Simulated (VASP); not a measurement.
Input for VASP

**KPOINTS**
```
Automatic mesh
0
Gamma
10 10 5
0 0 0
```

INCAR:
```
LWAVE=.FALSE.
PREC=Accurate
GGA=PE   # PBE
SYSTEM=AlN
EDIFFG=-0.01   # ionic stop
ISIF=4   # ions and shape, fixed volume
NSW=30   # most ionic steps
LASPH=.TRUE.   # aspherical one-centre terms
ISMEAR=0   # Gaussian
EDIFF=1E-7
LREAL=.FALSE.
ENCUT=520   # plane-wave cut-off (eV)
NELM=100
IBRION=2   # conjugate gradients
LCHARG=.FALSE.
ALGO=Normal   # blocked Davidson
SIGMA=0.05   # width (eV)
```

**POSCAR**
```
AlN
1
    1.5647520561    -2.7102300566     0.0000000000
    1.5647520561     2.7102300566     0.0000000000
    0.0000000000     0.0000000000     5.0149330207
Al N
2 2
Direct
  0.6666670000   0.3333330000   0.5001241754
  0.3333330000   0.6666670000   0.0001241754
  0.6666670000   0.3333330000   0.8818758246
  0.3333330000   0.6666670000   0.3818758246
```

POTCAR, in this order: Al N (PBE.64 set). Program: vasp_std.

Q: Translate this PBE calculation to Quantum ESPRESSO's pw.x.

A: One equivalent input (not run):
```
&CONTROL
  calculation = 'vc-relax'
  pseudo_dir = './pseudo'
  outdir = './out'
  tprnfor = .true.
  tstress = .true.
  nstep = 30
  forc_conv_thr = 0.00039
/
&SYSTEM
  ibrav = 0
  nat = 4
  ntyp = 2
  ecutwfc = 84
  occupations = 'smearing'
  smearing = 'gaussian'
  degauss = 0.003675
  input_dft = 'pbe'
/
&ELECTRONS
  conv_thr = 7.3e-09
  electron_maxstep = 100
/
&IONS
/
&CELL
  cell_dofree = 'shape'
/
ATOMIC_SPECIES
  Al 26.982 Al.upf
  N 14.007 N.upf
CELL_PARAMETERS angstrom
     1.5647521   -2.7102301    0.0000000
     1.5647521    2.7102301    0.0000000
     0.0000000    0.0000000    5.0149330
ATOMIC_POSITIONS crystal
  Al   0.6666670  0.3333330  0.5001242
  Al   0.3333330  0.6666670  0.0001242
  N    0.6666670  0.3333330  0.8818758
  N    0.3333330  0.6666670  0.3818758
K_POINTS automatic
  10 10 5 0 0 0
```
What does not carry over: the potentials are each code's own (VASP's PAW set, PseudoDojo norm-conserving files in pw.x), so ENCUT and ecutwfc are chosen apart and not converted; conv_thr bounds pw.x's estimated SCF error, while EDIFF bounds the energy change between steps; forc_conv_thr acts on force components and is met together with etot_conv_thr.

The compound is AlN in the wurtzite structure. It was relaxed first.
